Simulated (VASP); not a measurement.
Input:

```
CELL_PARAMETERS angstrom
      0.00000     3.20627     3.20627
      3.20627     0.00000     3.20627
      3.20627     3.20627     0.00000
ATOMIC_POSITIONS crystal
  Na 0.00000 0.00000 0.00000
  I  0.50000 0.50000 0.50000
```

The numbers are results of PBE GGA with D4 dispersion, VASP's PBE PAW potentials (set 64) (plane waves; VASP 6.6.1), not measurements. Numerical set-up: 520 eV cut-off, Gaussian smearing of 0.050 eV, potentials Na_pv I.

Unless said otherwise, spin-orbit coupling is left out, though it shifts the bands of the heavy elements here.

Task: Give the energies of bands 5 to 10 at the high-symmetry points, in eV from the valence-band maximum.

Result: 
```tsv
band	Γ	X	U	L	W
5	0.00	-1.99	-1.72	-2.28	-1.48
6	0.00	-0.78	-1.41	-0.30	-1.48
7	0.00	-0.78	-0.63	-0.30	-0.98
8	3.72	4.51	5.23	5.10	5.89
9	7.93	5.50	6.71	7.47	7.51
10	7.93	10.05	8.79	7.47	7.51
```

The gap is direct, 3.72 eV, from the valence maximum at Γ to the conduction minimum at Γ.

Measured: gap 5.90 eV (computed value off by -2.18 eV), as given by Abedi et al., (2022), arXiv:2211.14644.

The compound is NaI in the rock salt structure. It was relaxed first.
